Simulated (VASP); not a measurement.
Here is the system:

```yaml
crystal:
  lattice:
    - [0.00000, 2.69765, 2.69765]
    - [2.69765, 0.00000, 2.69765]
    - [2.69765, 2.69765, 0.00000]
  atoms:
    - { symbol: Mg, position: [0.00000, 0.00000, 0.00000] }
    - { symbol: Se, position: [0.50000, 0.50000, 0.50000] }
```

Calculation: MS2 meta-GGA, VASP's PBE PAW potentials (set 64) (plane waves; VASP 6.6.1). Run with 520 eV cut-off, 8×8×8 Γ-centred mesh, Gaussian smearing of 0.050 eV, potentials Mg Se.

**Question.** Estimate the energy per atom (σ→0), pressure, band gap (on the k-mesh) with the smallest direct gap where there is one.

**Answer.** 
- band gap (on the k-mesh) = 2.33 eV
- smallest direct gap (on the k-mesh) = 3.65 eV
- energy per atom (σ→0) = -6.075 eV/atom
- pressure = 2.19 GPa

Total energies compare only between runs with the same potentials, cut-off and functional.

The compound is MgSe in the rock salt structure. This cell is one point of a volume scan, at 0.97 of the reference volume.
